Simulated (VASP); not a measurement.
Given:

```
CELL_PARAMETERS angstrom
      1.40977     0.81393     4.50430
     -1.40977     0.81393     4.50430
      0.00000    -1.62786     4.50430
ATOMIC_POSITIONS crystal
  Ni 0.00000 0.00000 0.00000
  Au 0.50000 0.50000 0.50000
```
Starting moments (μB, in the order of the record's atoms Ni Au): 2.0 0.0.

Calculation: PBE GGA, VASP's PBE PAW potentials (set 64) (plane waves; VASP 6.6.1). Numerical set-up: 300 eV cut-off, 8×8×8 Γ-centred mesh, Gaussian smearing of 0.20 eV, potentials Ni Au.

At this cut-off the stress carries a Pulay error, which pulls relaxed volumes low. Energy and stress use the plane-wave basis of the starting cell.

Task: The ions, cell shape and volume are relaxed. What does this cell relax into?

Result: 
```
CELL_PARAMETERS angstrom
      1.40108     0.80891     4.29189
     -1.40108     0.80891     4.29189
      0.00000    -1.61783     4.29189
ATOMIC_POSITIONS crystal
  Ni 0.00000 0.00000 0.00000
  Au 0.50000 0.50000 0.50000
```
Space group R-3m (166), at a tolerance of 0.03 Å. The cell ends with 0.31 μB, on the sites 0.35 -0.02 μB.

Task: How do energy and volume change from the first to the last step?

Result: The energy (σ→0) changes by -31.9 meV/atom and the volume by -5.9 %, in 9 ionic steps.

```
step  E(σ→0) (eV)  max force (eV/Å)  pressure (GPa)  volume (Å³)
----  -----------  ----------------  --------------  -----------
1         -8.3209             0.000           -7.97        31.01
2         -8.3367             0.000            9.94        27.67
3         -8.3762             0.000            0.43        29.14
4         -8.3828             0.000            0.27        29.14
5         -8.3847             0.000            0.26        29.14
6         -8.3847             0.000            0.25        29.14
7         -8.3847             0.000            0.25        29.14
8         -8.3845             0.000           -0.26        29.24
9         -8.3847             0.000           -0.02        29.19
```

The structure was generated: NiAu was put into an ordered model structure, which need not be its known phase. This run relaxes it. Symmetry was kept, so distortions that lower it aren't found. The k-mesh is coarse (spacing up to 0.33 per Å, 2π included), so the numbers may not be converged in it. The run is one of a series of settings (EDIFFG = -0.01, IBRION = 2, ISIF = 3, NSW = 50 against the base run), some of them coarse on purpose.
